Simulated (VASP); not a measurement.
Calculation: PBEsol GGA, VASP's PBE PAW potentials (set 64) (plane waves; VASP 6.6.1).

VASP input:

### INCAR
```
ISIF = 2   ! forces and stress, cell fixed
SIGMA = 0.05   ! width (eV)
ENCUT = 400
ALGO = Fast   ! Davidson, then RMM-DIIS
NELM = 100   ! most electronic steps
EDIFFG = -0.03   ! ionic stop
LWAVE = .FALSE.
GGA = PS
LASPH = .TRUE.   ! aspherical one-centre terms
EDIFF = 1E-5
NELMIN = 4
ISMEAR = 0
LREAL = .FALSE.   ! projection in real space or not
LMAXMIX = 4   ! l cut-off of mixed one-centre charges
IBRION = 2   ! conjugate gradients
LCHARG = .FALSE.
SYSTEM = KI
PREC = Normal
NSW = 20
```

**POSCAR**
```
KI
1
   -0.0000000000     3.5097278509     3.5097278509
    3.5097278509    -0.0000000000     3.5097278509
    3.5097278509     3.5097278509    -0.0000000000
K I
1 1
Direct
  0.0000000000   0.0000000000   0.0000000000
  0.5000000000   0.5000000000   0.5000000000
```

### KPOINTS
```
Automatic mesh
0
Gamma
7 7 7
0 0 0
```

POTCAR, in this order: K_sv I (PBE.64 set). Program: vasp_std.

The resulting files:

File OSZICAR:
```
       N       E                     dE             d eps       ncg     rms          rms(c)
DAV:   1     0.814501106272E+02    0.81450E+02   -0.57866E+03   480   0.928E+02
DAV:   2    -0.105921348390E+01   -0.82509E+02   -0.77008E+02   588   0.225E+02
DAV:   3    -0.566410664692E+01   -0.46049E+01   -0.45877E+01   616   0.502E+01
DAV:   4    -0.589819954762E+01   -0.23409E+00   -0.23384E+00   872   0.992E+00
DAV:   5    -0.589904333995E+01   -0.84379E-03   -0.84378E-03   624   0.705E-01    0.307E+00
RMM:   6    -0.581869579183E+01    0.80348E-01   -0.10868E-01   480   0.142E+00    0.211E+00
RMM:   7    -0.581343044058E+01    0.52654E-02   -0.16068E-01   508   0.174E+00    0.763E-01
RMM:   8    -0.581579549904E+01   -0.23651E-02   -0.11677E-02   516   0.751E-01    0.113E-01
RMM:   9    -0.581597294278E+01   -0.17744E-03   -0.35827E-03   550   0.311E-01    0.761E-02
RMM:  10    -0.581610627345E+01   -0.13333E-03   -0.83325E-04   580   0.171E-01    0.442E-02
RMM:  11    -0.581615303362E+01   -0.46760E-04   -0.25164E-04   540   0.871E-02    0.115E-02
RMM:  12    -0.581616433768E+01   -0.11304E-04   -0.10345E-04   423   0.502E-02    0.965E-03
RMM:  13    -0.581616879175E+01   -0.44541E-05   -0.37683E-05   375   0.289E-02
   1 F= -.58161688E+01 E0= -.58161688E+01  d E =-.581617E+01
```

OUTCAR:
```
------------------------ aborting loop because EDIFF is reached ----------------------------------------
  FORCE on cell =-STRESS in cart. coord.  units (eV):
  Direction    XX          YY          ZZ          XY          YZ          ZX
  --------------------------------------------------------------------------------------
  Total       -0.0089258     -0.0089258     -0.0089258      0.0000000     -0.0000000      0.0000000
  in kB       -0.1653898     -0.1653898     -0.1653898      0.0000000     -0.0000000      0.0000000
  external PRESSURE =      -0.1653898 kB  Pullay stress =       0.0000000 kB
  volume of cell :       86.47
      direct lattice vectors                 reciprocal lattice vectors
     0.000000000  3.509727851  3.509727851    -0.142461188  0.142461188  0.142461188
     3.509727851  0.000000000  3.509727851     0.142461188 -0.142461188  0.142461188
     3.509727851  3.509727851  0.000000000     0.142461188  0.142461188 -0.142461188
  FREE ENERGIE OF THE ION-ELECTRON SYSTEM (eV)
  ---------------------------------------------------
  free  energy   TOTEN  =        -5.8161687918 eV

  energy  without entropy=       -5.8161687917  energy(sigma->0) =       -5.81616879

 reached required accuracy - stopping structural energy minimisation
```
(Selected blocks of OUTCAR.)

The compound is KI in the rock salt structure. It was relaxed first.
